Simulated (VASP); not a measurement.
Output of a VASP run:

### OSZICAR
```
       N       E                     dE             d eps       ncg     rms          rms(c)
DAV:   1     0.944494066064E+02    0.94449E+02   -0.95036E+03  1760   0.220E+03
DAV:   2    -0.900760337234E+00   -0.95350E+02   -0.93264E+02  1792   0.315E+02
DAV:   3    -0.531320869572E+01   -0.44124E+01   -0.44023E+01  1904   0.761E+01
DAV:   4    -0.537528402266E+01   -0.62075E-01   -0.62067E-01  2244   0.840E+00
DAV:   5    -0.537676559800E+01   -0.14816E-02   -0.14816E-02  1979   0.109E+00    0.641E+00
DAV:   6    -0.556847266132E+01   -0.19171E+00   -0.55595E+00  1767   0.336E+01    0.523E+00
DAV:   7    -0.512312000619E+01    0.44535E+00   -0.24010E+00  1764   0.232E+01    0.204E+00
DAV:   8    -0.516223957727E+01   -0.39120E-01   -0.22368E-01  2351   0.521E+00    0.522E-01
DAV:   9    -0.518308312177E+01   -0.20844E-01   -0.44041E-02  2252   0.260E+00    0.317E-01
DAV:  10    -0.519659685868E+01   -0.13514E-01   -0.20303E-02  2606   0.124E+00    0.276E-01
DAV:  11    -0.520575051670E+01   -0.91537E-02   -0.15163E-01  2219   0.394E+00    0.171E-01
DAV:  12    -0.520864176685E+01   -0.28913E-02   -0.35690E-02  2378   0.216E+00    0.992E-02
DAV:  13    -0.520978704980E+01   -0.11453E-02   -0.42141E-03  2227   0.717E-01    0.157E-02
DAV:  14    -0.520980980841E+01   -0.22759E-04   -0.32550E-04  2185   0.172E-01    0.741E-03
DAV:  15    -0.520981433471E+01   -0.45263E-05   -0.21196E-05  2164   0.613E-02    0.172E-03
DAV:  16    -0.520981436521E+01   -0.30499E-07   -0.77324E-07  1240   0.918E-03
   1 F= -.52098144E+01 E0= -.52100561E+01  d E =0.725321E-03
```

File OUTCAR:
```
------------------------ aborting loop because EDIFF is reached ----------------------------------------
  FORCE on cell =-STRESS in cart. coord.  units (eV):
  Direction    XX          YY          ZZ          XY          YZ          ZX
  --------------------------------------------------------------------------------------
  Total       -2.4023540     -2.4023540     -2.4023540      0.0000000     -0.0000000      0.0000000
  in kB     -151.8342014   -151.8342014   -151.8342014      0.0000000     -0.0000000      0.0000000
  external PRESSURE =    -151.8342014 kB  Pullay stress =       0.0000000 kB
  volume of cell :       25.35
      direct lattice vectors                 reciprocal lattice vectors
     2.937600000  0.000000000  0.000000000     0.340413943  0.000000000  0.000000000
     0.000000000  2.937600000  0.000000000     0.000000000  0.340413943  0.000000000
     0.000000000  0.000000000  2.937600000     0.000000000  0.000000000  0.340413943
 POSITION                                       TOTAL-FORCE (eV/Angst)
 -----------------------------------------------------------------------------------
      1.46880      1.46880      1.46880         0.000000      0.000000      0.000000
      0.00000      0.00000      0.00000         0.000000      0.000000      0.000000
 -----------------------------------------------------------------------------------
    total drift:                               -0.000000      0.000000     -0.000000
  FREE ENERGIE OF THE ION-ELECTRON SYSTEM (eV)
  ---------------------------------------------------
  free  energy   TOTEN  =        -5.2098143652 eV

  energy  without entropy=       -5.2105396863  energy(sigma->0) =       -5.21005614

 total charge

# of ion       s       p       d       tot
------------------------------------------
    1        0.840   0.774  10.032  11.645
    2        0.347   0.401   7.672   8.421
--------------------------------------------------
tot          1.187   1.175  17.704  20.066
```
(Selected blocks of OUTCAR.)

POSCAR:
```
CoGa
1
    2.9376000000     0.0000000000     0.0000000000
    0.0000000000     2.9376000000     0.0000000000
    0.0000000000     0.0000000000     2.9376000000
Ga Co
1 1
Direct
  0.5000000000   0.5000000000   0.5000000000
  0.0000000000   0.0000000000   0.0000000000
```

### Question
Write an INCAR and KPOINTS that could have produced this output.

### Answer
One answer among several that fit: the input of the run itself, PBE GGA + U (Dudarev), plane waves, VASP's PBE PAW potentials (set 64).

### INCAR
```
LASPH  =  .TRUE.
ENCUT  =  400
LWAVE  =  .FALSE.
LDAUU  =  0 6.0
LDAUJ  =  0 0
LDAUPRINT  =  1
LREAL  =  .FALSE.
ALGO  =  Normal   ! blocked Davidson
LMAXMIX  =  4   ! l cut-off of mixed one-centre charges
NELM  =  100
LDAUL  =  -1 2
EDIFF  =  1E-6   ! SCF stop (eV)
LDAU  =  .TRUE.
PREC  =  Accurate
ISMEAR  =  1   ! Methfessel-Paxton
ISIF  =  2   ! forces and stress, cell fixed
GGA  =  PE   ! PBE
SIGMA  =  0.1   ! width (eV)
LORBIT  =  10
LCHARG  =  .FALSE.
LDAUTYPE  =  2
SYSTEM  =  CoGa
```

File KPOINTS:
```
Automatic mesh
0
Gamma
11 11 11
0 0 0
```

POTCAR, in this order: Ga_d Co (PBE.64 set). Program: vasp_std.

The compound is CoGa in the CsCl type structure. The cell was not relaxed at this level. The run is one of a series of settings (LDAU = .TRUE., LDAUJ = 0 0, LDAUL = -1 2, LDAUTYPE = 2, LDAUU = 0 6.0 against the base run), some of them coarse on purpose. The run is not spin-polarised, so no magnetic state was tried.
